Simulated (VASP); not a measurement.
Here is the system:

```
CELL_PARAMETERS angstrom
      0.00000     2.88593     2.88593
      2.88593     0.00000     2.88593
      2.88593     2.88593     0.00000
ATOMIC_POSITIONS crystal
  As 0.25000 0.25000 0.25000
  V  0.00000 0.00000 0.00000
```
Starting moments (μB, in the order of the record's atoms As V): 0.0 2.0.

All values below come from PBE GGA, VASP's PBE PAW potentials (set 64) (plane waves; VASP). Settings: 300 eV cut-off, 5×5×5 Γ-centred mesh, Gaussian smearing of 0.27 eV, potentials As V_sv.

At this cut-off the stress carries a Pulay error, which pulls relaxed volumes low.

Task: Give the stress tensor in GPa (positive for a compressed cell).

Result: 
```
-3.19   0.00   0.00
 0.00  -3.19   0.00
 0.00   0.00  -3.19
```
The pressure is its mean diagonal, -3.19 GPa.

The structure was generated: VAs was put into an ordered model structure, which need not be its known phase. The cell was not relaxed at this level.
